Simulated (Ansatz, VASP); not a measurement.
**One calculation of LaC, two programs**

Contents of POSCAR:

```
LaC
1.0
    3.2853548459      0.0000000000      0.0000000000
    0.0000000000      3.2853548459      0.0000000000
    0.0000000000      0.0000000000      3.2853548459
La C
1 1
Direct
    0.0000000000      0.0000000000      0.0000000000
    0.5000000000      0.5000000000      0.5000000000
```

File INCAR.step1:

```
ALGO = Normal
EDIFF = 1E-4
ENCUT = 520
GGA = PE
ISMEAR = 0
LASPH = T
LCHARG = F
LREAL = F
LWAVE = T
NBANDS = 14
NELM = 80
PREC = Accurate
SIGMA = 0.05
```

INCAR.step2

```
ALGO = Normal
EDIFF = 1E-7
ENCUT = 520
ISIF = 2
ISMEAR = 0
ISTART = 1
IVDW = 12
LASPH = T
LCHARG = F
LMIXTAU = T
LREAL = F
LWAVE = F
METAGGA = R2SCAN
NBANDS = 14
NELM = 80
PREC = Accurate
SIGMA = 0.05
VDW_A1 = 0.49484001
VDW_A2 = 5.73083694
VDW_S6 = 1.0
VDW_S8 = 0.78981345
```

Contents of KPOINTS:

```
k-points
0
Gamma
  10 10 10
```

Input for Ansatz:

```yaml
crystal:
  lattice:
    - [3.2853548459, 0.0, 0.0]
    - [0.0, 3.2853548459, 0.0]
    - [0.0, 0.0, 3.2853548459]
  atoms:
    - { symbol: La, position: [0.0, 0.0, 0.0] }
    - { symbol: C, position: [0.5, 0.5, 0.5] }
basis:
  ecutwfc: 500
  ecutrho_ratio: 4
kpoints:
  mp_grid: { grid: [10, 10, 10] }
hamiltonian:
  xc: r2scan
  dispersion: d3bj
scf:
  occupations: { method: gaussian, width: 0.05 }
output:
  forces: true
  stress: true
```

The cell comes from a database or a generator and needn't be the stable form of this composition.

Alike in both runs: task single point; functional r2SCAN; dispersion D3(BJ); k mesh 10 × 10 × 10; occupations gaussian, width 0.05 eV; no spin polarisation.

|  | VASP | Ansatz |
| --- | --- | --- |
| version | VASP 6.6.1 | Ansatz 0.2.0 |
| potentials or method | VASP PAW PBE potentials, release 64 (La, C) | scalar-relativistic, plane waves, PAW |
| plane-wave cutoff (eV) | 520 | 500 |
| valence electrons in the cell | 15 | 15 |

VASP gave:

```
pressure (GPa)               : -1.7
dispersion energy (meV/atom) : -166.1
```

Question: Estimate Ansatz's values.

Answer: Pressure (GPa): -1.6; dispersion energy (meV/atom): -166.3.

Ansatz warned: «dispersion_damping_borrowed».

Caveats: the PAW data sets were made with another functional, which shifts forces and pressure a little (VASP); pairwise dispersion overbinds metals, which lowers pressure and volume. The runs have no spin-orbit coupling, so splittings on La are missing.
